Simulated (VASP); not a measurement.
# SrO: exact exchange and RPA correlation, part 3 of 6

How do semilocal functionals compare with the RPA for SrO, and at what cost? The scan starts from a database cell scaled to its smallest volume. The cell is of the rock-salt type. The start is a cell from a database of measured crystal structures.

VASP 6.6.1, plane waves and PAW; the level of theory is named at each step.

So far. Step 8 (Comparison: HSE06, volume ratio 0.94): Its energy is -9.7323 eV an atom, on a zero of its own. Step 9 (Orbitals, volume ratio 0.97): The run ends at a pressure of 5.62 GPa.

The database entry behind the starting cell differs from other determinations of this structure, so it need not match the best structure at room temperature.

**10. Exact exchange, volume ratio 0.97**

This step: Hartree-Fock energy on PBE orbitals; plane waves and PAW (Sr_sv_GW, O_GW) (VASP 6.6.1).

Exact exchange at this point.

File INCAR:

```
SYSTEM = SrO
PREC = Accurate
ENCUT = 460
ISMEAR = 0
SIGMA = 0.05
LREAL = .FALSE.
GGA = PE
NBANDS = 14
ALGO = Eigenval
NELM = 1
LHFCALC = .TRUE.
AEXX = 1
ALDAC = 0
AGGAC = 0
PRECFOCK = Normal
LWAVE = .FALSE.
LCHARG = .FALSE.
```

File POSCAR:

```
SrO
1.0
    0.0000000000      2.5403760054      2.5403760054
    2.5403760054      0.0000000000      2.5403760054
    2.5403760054      2.5403760054      0.0000000000
Sr O
1 1
Direct
    0.5000000000      0.5000000000      0.5000000000
    0.0000000000      0.0000000000      0.0000000000
```

File KPOINTS:

```
Automatic mesh
0
Gamma
4 4 4
0 0 0
```

Potentials, in the order of the species: Sr_sv_GW and O_GW (PBE family, release 64).

The WAVECAR or CHGCAR of an earlier step is read.

The run is started by

```
> mpirun -np 8 vasp_std
```

The log of the run:

```text
[banner, memory and clock lines left out]
running    8 mpi-ranks, on    1 nodes
[...]
[... a notice as in an earlier step ...]

 LDA part: xc-table for (Slater+PW92), standard interpolation
 [... a notice as in an earlier step ...]

 found WAVECAR, reading the header
  number of bands has changed, file:    14 present:    16
  trying to continue reading WAVECAR, but it might fail
 POSCAR, INCAR and KPOINTS ok, starting setup
[...]
reading WAVECAR
 random initialization beyond band           14
 the WAVECAR file was read successfully
 initial charge from wavefunction
 entering main loop
       N       E                     dE             d eps       ncg     rms          rms(c)
EIG:   1    -0.298129E+02   -0.29813E+02    0.00000E+00     0   0.000E+00
   1 F= -.29812851E+02 E0= -.29812851E+02  d E =-.725631E-11
```

The job ended after 7.2 s (8 MPI ranks of AMD EPYC 7R43, shared host; peak memory 0.69 GiB; 52 s of CPU time).

Parts of OUTCAR (step 10):

```text
 POSITION                                       TOTAL-FORCE (eV/Angst)
 -----------------------------------------------------------------------------------
      2.54038      2.54038      2.54038         0.000000      0.000000     -0.000000
      0.00000      0.00000      0.00000        -0.000000      0.000000      0.000000
 -----------------------------------------------------------------------------------
    total drift:                               -0.000000      0.000000     -0.000000

  FREE ENERGIE OF THE ION-ELECTRON SYSTEM (eV)
  ---------------------------------------------------
  free  energy   TOTEN  =       -29.8128505670 eV

  energy  without entropy=      -29.8128505670  energy(sigma->0) =      -29.81285057

[... 2 parts as in an earlier step ...]

[... 1 further part left out ...]
[key lines of the parts left out:]
E-fermi :   3.6322
```

The Hartree-Fock energy on these orbitals is -14.9064 eV an atom.

**11. Empty bands, volume ratio 0.97**

This step: PBE; plane waves and PAW (Sr_sv_GW, O_GW) (VASP 6.6.1).

The empty bands are made again, for the run that follows.

File INCAR:

```
SYSTEM = SrO
PREC = Accurate
ENCUT = 460
ISMEAR = 0
SIGMA = 0.05
LREAL = .FALSE.
GGA = PE
NBANDS = 752
ALGO = Exact
NELM = 1
LWAVE = .TRUE.
LCHARG = .FALSE.
LOPTICS = .TRUE.
NEDOS = 1000
CSHIFT = 0.1
```

POSCAR is that of step 10.

KPOINTS is that of step 10.

The run is started by

```
> mpirun -np 8 vasp_std
```

The log of the run:

```text
[banner, memory and clock lines left out]
running    8 mpi-ranks, on    1 nodes
[...]
[... a notice as in an earlier step ...]

 LDA part: xc-table for (Slater+PW92), standard interpolation
 found WAVECAR, reading the header
  number of bands has changed, file:    14 present:   752
  trying to continue reading WAVECAR, but it might fail
 POSCAR, INCAR and KPOINTS ok, starting setup
[...]
reading WAVECAR
 random initialization beyond band           14
 the WAVECAR file was read successfully
 initial charge from wavefunction
 entering main loop
       N       E                     dE             d eps       ncg     rms          rms(c)
DIA:   1    -0.167675E+02   -0.16768E+02    0.00000E+00     0   0.000E+00
   1 F= -.16767534E+02 E0= -.16767534E+02  d E =-.101287E-60
 writing wavefunctions
 optical routines
 imaginary and real dielectric function
 recalculating local potential from charge density
 direction            1
 direction            2
 direction            3
```

Run time: 5.2 s. Hardware: 8 MPI ranks; peak memory 0.88 GiB; 36 s of CPU time.

From OUTCAR (step 11):

```text
  Total        1.1510505      1.1510505      1.1510505      0.0000000     -0.0000000      0.0000000
  in kB       56.2446149     56.2446149     56.2446149      0.0000000     -0.0000000      0.0000000
  external PRESSURE =      56.2446149 kB  Pullay stress =       0.0000000 kB

 POSITION                                       TOTAL-FORCE (eV/Angst)
 -----------------------------------------------------------------------------------
      2.54038      2.54038      2.54038        -0.000000      0.000000     -0.000000
      0.00000      0.00000      0.00000         0.000000     -0.000000      0.000000
 -----------------------------------------------------------------------------------
    total drift:                                0.000000      0.000000      0.000000

  FREE ENERGIE OF THE ION-ELECTRON SYSTEM (eV)
  ---------------------------------------------------
  free  energy   TOTEN  =       -16.7675341363 eV

  energy  without entropy=      -16.7675341363  energy(sigma->0) =      -16.76753414

[... 1 part as in an earlier step ...]

[... 2 further parts left out ...]
[key lines of the parts left out:]
E-fermi :   3.9925
```

WAVECAR now holds 752 bands for 16 electrons.

**12. RPA correlation, volume ratio 0.97**

This step: RPA correlation on PBE orbitals; plane waves and PAW (Sr_sv_GW, O_GW) (VASP 6.6.1).

RPA correlation at this point.

File INCAR:

```
SYSTEM = SrO
PREC = Accurate
ENCUT = 460
ISMEAR = 0
SIGMA = 0.05
LREAL = .FALSE.
GGA = PE
NBANDS = 752
ALGO = ACFDT
ENCUTGW = 200
NOMEGA = 12
PRECFOCK = Fast
LWAVE = .FALSE.
LCHARG = .FALSE.
```

POSCAR is that of step 11.

KPOINTS is that of step 11.

The run is started by

```
> mpirun -np 8 vasp_std
```

The log of the run:

```text
[banner, memory and clock lines left out]
running    8 mpi-ranks, on    1 nodes
[...]
[... a notice as in an earlier step ...]

 LDA part: xc-table for (Slater+PW92), standard interpolation
 found WAVECAR, reading the header
 POSCAR, INCAR and KPOINTS ok, starting setup
[...]
reading WAVECAR
 the WAVECAR file was read successfully
 initial charge from wavefunction
 available memory per node:     95.69 GB, setting MAXMEM to     97983

 The Fermi energy was updated, please check that it is located mid-gap
 values below the HOMO (VB) or above the LUMO (CB) will cause erroneous energies
 E-fermi :   5.0575

 the WAVEDER file was read successfully
 set NWRITE>2 for more details about minimax calculation
 number of imaginary grid points requested:      12
 number of distinct grids requested:  1
 quadrature errors minimized for energies in [ 0.329E+01, 0.481E+03 ]
 bosonic grid (T=0, re) determined with error: 0.7107E-08
 bosonic grid (re): 0.7107E-08
[...]
NQ=   2    0.2500    0.0000    0.0000,
|.........|.........|.........|.........
 performed       9142000 updates of chi_q(r,r)
 total number of BLAS operations       2734.86 Gflops
NQ=   3    0.5000    0.0000    0.0000,
|.........|.........|.........|.........
 performed      13713000 updates of chi_q(r,r)
 total number of BLAS operations       4347.55 Gflops
NQ=   4    0.2500    0.2500    0.0000,
|.........|.........|.........|.........
 performed      18284000 updates of chi_q(r,r)
 total number of BLAS operations       6085.46 Gflops
NQ=   5    0.5000    0.2500    0.0000,
|.........|.........|.........|.........
 performed      22855000 updates of chi_q(r,r)
 total number of BLAS operations       7760.18 Gflops
NQ=   6   -0.2500    0.2500    0.0000,
|.........|.........|.........|.........
 performed      27426000 updates of chi_q(r,r)
 total number of BLAS operations       9372.88 Gflops
NQ=   7    0.5000    0.5000    0.0000,
|.........|.........|.........|.........
 performed      31997000 updates of chi_q(r,r)
 total number of BLAS operations      11175.15 Gflops
NQ=   8   -0.2500    0.5000    0.2500,
|.........|.........|.........|.........
 performed      36568000 updates of chi_q(r,r)
 total number of BLAS operations      12757.27 Gflops
 entering main loop
```

It took 92 s on 8 MPI ranks; peak memory 1.5 GiB; 12 min of CPU time.

From OUTCAR (step 12):

```text
      cutoff energy     smooth cutoff   RPA   correlation   Hartree contr. to MP2
---------------------------------------------------------------------------------
            200.000           160.000      -21.2852076705      -32.6620798610
            190.476           152.381      -20.9683178262      -32.2692669910
            181.406           145.125      -20.6429308263      -31.8610292096
            172.768           138.214      -20.3047144031      -31.4315035096
            164.541           131.632      -19.9592511656      -30.9874431237
            156.705           125.364      -19.6059198510      -30.5269957322
            149.243           119.394      -19.2427800732      -30.0472104688
            142.136           113.709      -18.8705213846      -29.5484928513
  linear regression

[... 2 parts as in an earlier step ...]

[... 2 further parts left out ...]
[key lines of the parts left out:]
E-fermi :   5.0575
```

The correlation energy is -12.418 eV an atom, +11 meV against the point before. With exact exchange the total is -27.3246 eV an atom.

**13. Comparison: r2SCAN, volume ratio 0.97**

This step: r2SCAN; plane waves and PAW (Sr_sv_GW, O_GW) (VASP 6.6.1).

The comparison at this point.

File INCAR:

```
SYSTEM = SrO
PREC = Accurate
ENCUT = 460
EDIFF = 1E-06
NELM = 100
ISMEAR = 0
SIGMA = 0.05
LREAL = .FALSE.
ALGO = Normal
METAGGA = R2SCAN
LASPH = .TRUE.
NBANDS = 14
LWAVE = .FALSE.
LCHARG = .FALSE.
KPAR = 8
```

POSCAR is that of step 12.

KPOINTS is that of step 12.

The run is started by

```
> mpirun -np 8 vasp_std
```

The log of the run:

```text
[banner, memory and clock lines left out]
running    8 mpi-ranks, on    1 nodes
[...]
[... a notice as in an earlier step ...]

 [... a notice as in an earlier step ...]

 LDA part: xc-table for (None), standard interpolation
 POSCAR, INCAR and KPOINTS ok, starting setup
[...]
entering main loop
       N       E                     dE             d eps       ncg     rms          rms(c)
DAV:   1     0.816584E+02    0.81658E+02   -0.75315E+03   224   0.100E+03
DAV:   2    -0.365041E+02   -0.11816E+03   -0.97333E+02   298   0.317E+02
DAV:   3    -0.426570E+02   -0.61529E+01   -0.61097E+01   306   0.621E+01
DAV:   4    -0.427609E+02   -0.10387E+00   -0.10383E+00   288   0.671E+00
[...]
DAV:  14    -0.317896E+02    0.55832E-04   -0.88068E-05   330   0.119E-01    0.230E-02
DAV:  15    -0.317896E+02    0.19710E-05   -0.99228E-06   322   0.397E-02    0.109E-02
DAV:  16    -0.317896E+02   -0.62980E-06   -0.45286E-07   112   0.637E-03
   1 F= -.31789574E+02 E0= -.31789574E+02  d E =-.535558E-23
```

Elapsed: 16 s, on 8 MPI ranks; peak memory 1.1 GiB; 2 min of CPU time.

From OUTCAR (step 13):

```text
  Total        0.7581493      0.7581493      0.7581493      0.0000000      0.0000000      0.0000000
  in kB       37.0459986     37.0459986     37.0459986      0.0000000      0.0000000      0.0000000
  external PRESSURE =      37.0459986 kB  Pullay stress =       0.0000000 kB

 POSITION                                       TOTAL-FORCE (eV/Angst)
 -----------------------------------------------------------------------------------
      2.54038      2.54038      2.54038        -0.000000     -0.000000      0.000000
      0.00000      0.00000      0.00000         0.000000      0.000000     -0.000000
 -----------------------------------------------------------------------------------
    total drift:                                0.000000      0.000000      0.000000

  FREE ENERGIE OF THE ION-ELECTRON SYSTEM (eV)
  ---------------------------------------------------
  free  energy   TOTEN  =       -31.7895737169 eV

  energy  without entropy=      -31.7895737169  energy(sigma->0) =      -31.78957372

[... 2 parts as in an earlier step ...]

[... 1 further part left out ...]
[key lines of the parts left out:]
E-fermi :   3.4169
```

Its energy is -15.8948 eV an atom, on a zero of its own.

**14. Orbitals for comparison: HSE06, volume ratio 0.97**

This step: PBE; plane waves and PAW (Sr_sv_GW, O_GW) (VASP 6.6.1).

Starting orbitals, as before.

File INCAR:

```
SYSTEM = SrO
PREC = Accurate
ENCUT = 460
EDIFF = 1E-05
NELM = 100
ISMEAR = 0
SIGMA = 0.05
LREAL = .FALSE.
ALGO = Normal
GGA = PE
NBANDS = 14
LORBIT = 11
LWAVE = .TRUE.
LCHARG = .FALSE.
KPAR = 8
```

POSCAR is that of step 13.

KPOINTS is that of step 13.

The run is started by

```
> mpirun -np 8 vasp_std
```

The log of the run:

```text
[... set-up lines as in an earlier step ...]
 entering main loop
       N       E                     dE             d eps       ncg     rms          rms(c)
[... 12 cycles as in an earlier step ...]
DAV:  13    -0.167675E+02    0.22346E-05   -0.11042E-05   210   0.324E-02
   1 F= -.16767534E+02 E0= -.16767534E+02  d E =-.933462E-11
 writing wavefunctions
```

Elapsed: 3.4 s, on 8 MPI ranks; peak memory 1.1 GiB; 21 s of CPU time.

OUTCAR, selected parts (step 14):

```text
  Total        1.1570588      1.1570588      1.1570588      0.0000000      0.0000000      0.0000000
  in kB       56.5382051     56.5382051     56.5382051      0.0000000      0.0000000      0.0000000
  external PRESSURE =      56.5382051 kB  Pullay stress =       0.0000000 kB

 POSITION                                       TOTAL-FORCE (eV/Angst)
 -----------------------------------------------------------------------------------
      2.54038      2.54038      2.54038         0.000000      0.000000      0.000000
      0.00000      0.00000      0.00000         0.000000      0.000000      0.000000
 -----------------------------------------------------------------------------------
    total drift:                                0.000000      0.000000      0.000000

  FREE ENERGIE OF THE ION-ELECTRON SYSTEM (eV)
  ---------------------------------------------------
  free  energy   TOTEN  =       -16.7675343092 eV

  energy  without entropy=      -16.7675343092  energy(sigma->0) =      -16.76753431

[... 2 parts as in an earlier step ...]

[... 1 further part left out ...]
[key lines of the parts left out:]
E-fermi :   3.6301
```

The run ends at a pressure of 5.65 GPa.

**15. Comparison: HSE06, volume ratio 0.97**

This step: HSE06; plane waves and PAW (Sr_sv_GW, O_GW) (VASP 6.6.1).

The comparison at this point.

File INCAR:

```
SYSTEM = SrO
PREC = Accurate
ENCUT = 460
EDIFF = 1E-06
NELM = 100
ISMEAR = 0
SIGMA = 0.05
LREAL = .FALSE.
ALGO = Normal
LHFCALC = .TRUE.
AEXX = 0.25
GGA = PE
HFSCREEN = 0.2
LASPH = .TRUE.
NBANDS = 14
PRECFOCK = Fast
LWAVE = .FALSE.
LCHARG = .FALSE.
KPAR = 8
```

POSCAR is that of step 14.

KPOINTS is that of step 14.

The WAVECAR or CHGCAR of an earlier step is read.

The run is started by

```
> mpirun -np 8 vasp_std
```

The log of the run:

```text
[... set-up lines as in an earlier step ...]
 entering main loop
       N       E                     dE             d eps       ncg     rms          rms(c)
DAV:   1    -0.195090E+02   -0.19509E+02   -0.23787E-01   236   0.733E+00    0.168E+00
DAV:   2    -0.195058E+02    0.32573E-02   -0.16461E-02   318   0.171E+00    0.486E-01
DAV:   3    -0.195051E+02    0.68315E-03   -0.28814E-03   266   0.476E-01    0.293E-01
DAV:   4    -0.195046E+02    0.50402E-03   -0.50460E-04   242   0.341E-01    0.145E-01
DAV:   5    -0.195045E+02    0.12755E-03   -0.21544E-04   272   0.196E-01    0.830E-02
DAV:   6    -0.195044E+02    0.42839E-04   -0.17174E-05   236   0.615E-02    0.502E-02
DAV:   7    -0.195044E+02    0.11502E-04   -0.81762E-06   296   0.336E-02    0.267E-02
DAV:   8    -0.195044E+02    0.27772E-05   -0.26262E-06   254   0.250E-02    0.161E-02
DAV:   9    -0.195044E+02    0.74827E-06   -0.91548E-07   154   0.155E-02
   1 F= -.19504408E+02 E0= -.19504408E+02  d E =-.884740E-19
```

Wall time 25 s (8 MPI ranks); peak memory 1.7 GiB.

Parts of OUTCAR (step 15):

```text
 POSITION                                       TOTAL-FORCE (eV/Angst)
 -----------------------------------------------------------------------------------
      2.54038      2.54038      2.54038         0.000000      0.000000      0.000000
      0.00000      0.00000      0.00000        -0.000000     -0.000000     -0.000000
 -----------------------------------------------------------------------------------
    total drift:                               -0.000001     -0.000001     -0.000001

  FREE ENERGIE OF THE ION-ELECTRON SYSTEM (eV)
  ---------------------------------------------------
  free  energy   TOTEN  =       -19.5044077055 eV

  energy  without entropy=      -19.5044077055  energy(sigma->0) =      -19.50440771

[... 2 parts as in an earlier step ...]

[... 1 further part left out ...]
[key lines of the parts left out:]
E-fermi :   2.6155
```

Its energy is -9.7522 eV an atom, on a zero of its own.

**16. Orbitals, volume ratio 1**

This step: PBE; plane waves and PAW (Sr_sv_GW, O_GW) (VASP 6.6.1).

The same chain follows at a volume ratio of 1.

File INCAR:

```
SYSTEM = SrO
PREC = Accurate
ENCUT = 460
EDIFF = 1E-08
NELM = 100
ISMEAR = 0
SIGMA = 0.05
LREAL = .FALSE.
ALGO = Normal
GGA = PE
NBANDS = 14
LORBIT = 11
LWAVE = .TRUE.
LCHARG = .FALSE.
KPAR = 8
```

File POSCAR:

```
SrO
1.0
    0.0000000000      2.5663000000      2.5663000000
    2.5663000000      0.0000000000      2.5663000000
    2.5663000000      2.5663000000      0.0000000000
Sr O
1 1
Direct
    0.5000000000      0.5000000000      0.5000000000
    0.0000000000      0.0000000000      0.0000000000
```

KPOINTS is that of step 15.

The run is started by

```
> mpirun -np 8 vasp_std
```

The log of the run:

```text
[... set-up lines as in an earlier step ...]
 entering main loop
       N       E                     dE             d eps       ncg     rms          rms(c)
DAV:   1     0.991152E+02    0.99115E+02   -0.69871E+03   224   0.953E+02
DAV:   2    -0.145993E+02   -0.11371E+03   -0.99906E+02   306   0.306E+02
DAV:   3    -0.204248E+02   -0.58255E+01   -0.57824E+01   324   0.584E+01
DAV:   4    -0.204937E+02   -0.68915E-01   -0.68910E-01   266   0.573E+00
[...]
DAV:  17    -0.167985E+02   -0.39590E-07   -0.25253E-09   124   0.436E-04    0.730E-04
DAV:  18    -0.167985E+02   -0.14071E-07   -0.53431E-10   112   0.259E-04    0.301E-04
DAV:  19    -0.167985E+02   -0.36766E-09   -0.14513E-10   112   0.215E-04
   1 F= -.16798518E+02 E0= -.16798518E+02  d E =-.603789E-13
 writing wavefunctions
```

Wall time 4.4 s (8 MPI ranks); peak memory 1.1 GiB.

Parts of OUTCAR (step 16):

```text
  Total        0.5012327      0.5012327      0.5012327     -0.0000000     -0.0000000     -0.0000000
  in kB       23.7573350     23.7573350     23.7573350     -0.0000000     -0.0000000     -0.0000000
  external PRESSURE =      23.7573350 kB  Pullay stress =       0.0000000 kB

 POSITION                                       TOTAL-FORCE (eV/Angst)
 -----------------------------------------------------------------------------------
      2.56630      2.56630      2.56630        -0.000000     -0.000000     -0.000000
      0.00000      0.00000      0.00000         0.000000      0.000000      0.000000
 -----------------------------------------------------------------------------------
    total drift:                                0.000000      0.000000      0.000000

  FREE ENERGIE OF THE ION-ELECTRON SYSTEM (eV)
  ---------------------------------------------------
  free  energy   TOTEN  =       -16.7985178491 eV

  energy  without entropy=      -16.7985178491  energy(sigma->0) =      -16.79851785

[... 1 part as in an earlier step ...]

[... 2 further parts left out ...]
[key lines of the parts left out:]
E-fermi :   3.4643
```

The run ends at a pressure of 2.38 GPa.

**17. Exact exchange, volume ratio 1**

This step: Hartree-Fock energy on PBE orbitals; plane waves and PAW (Sr_sv_GW, O_GW) (VASP 6.6.1).

Exact exchange at this point.

File INCAR:

```
SYSTEM = SrO
PREC = Accurate
ENCUT = 460
ISMEAR = 0
SIGMA = 0.05
LREAL = .FALSE.
GGA = PE
NBANDS = 14
ALGO = Eigenval
NELM = 1
LHFCALC = .TRUE.
AEXX = 1
ALDAC = 0
AGGAC = 0
PRECFOCK = Normal
LWAVE = .FALSE.
LCHARG = .FALSE.
```

POSCAR is that of step 16.

KPOINTS is that of step 16.

The run starts from files that an earlier step left in the folder.

The run is started by

```
> mpirun -np 8 vasp_std
```

The log of the run:

```text
[... set-up lines as in an earlier step ...]
 entering main loop
       N       E                     dE             d eps       ncg     rms          rms(c)
EIG:   1    -0.298542E+02   -0.29854E+02    0.00000E+00     0   0.000E+00
   1 F= -.29854183E+02 E0= -.29854183E+02  d E =-.944672E-23
```

It took 6.8 s on 8 MPI ranks; peak memory 0.68 GiB.

Parts of OUTCAR (step 17):

```text
 POSITION                                       TOTAL-FORCE (eV/Angst)
 -----------------------------------------------------------------------------------
      2.56630      2.56630      2.56630        -0.000000      0.000000     -0.000000
      0.00000      0.00000      0.00000         0.000000      0.000000      0.000000
 -----------------------------------------------------------------------------------
    total drift:                                0.000000      0.000000      0.000000

  FREE ENERGIE OF THE ION-ELECTRON SYSTEM (eV)
  ---------------------------------------------------
  free  energy   TOTEN  =       -29.8541831066 eV

  energy  without entropy=      -29.8541831066  energy(sigma->0) =      -29.85418311

[... 2 parts as in an earlier step ...]

[... 1 further part left out ...]
[key lines of the parts left out:]
E-fermi :   3.5608
```

The Hartree-Fock energy on these orbitals is -14.9271 eV an atom.

[end of part 3 of 6]

[Long decimals in the printed logs are rounded to 6 places.]

[Lines on the potential files, build, host, timing and source positions are cut from VASP's logs without a mark.]

[Logs are printed without paths, hosts, clocks, repeated set-up lines and the standing remarks that a program may print on its own settings, such as how far it seeks lower states.]

[Hosts, paths, dates, database ids (printed as entryN), source tags and the programs' standing remarks are cut or masked in the printed files.]

[Measured values are set beside computed ones only where the two were judged alike; some that the calculation misses by far are left out.]

[Pressures printed for these runs are not shown converged in the cutoff: they can be off by several GPa and have the wrong sign.]
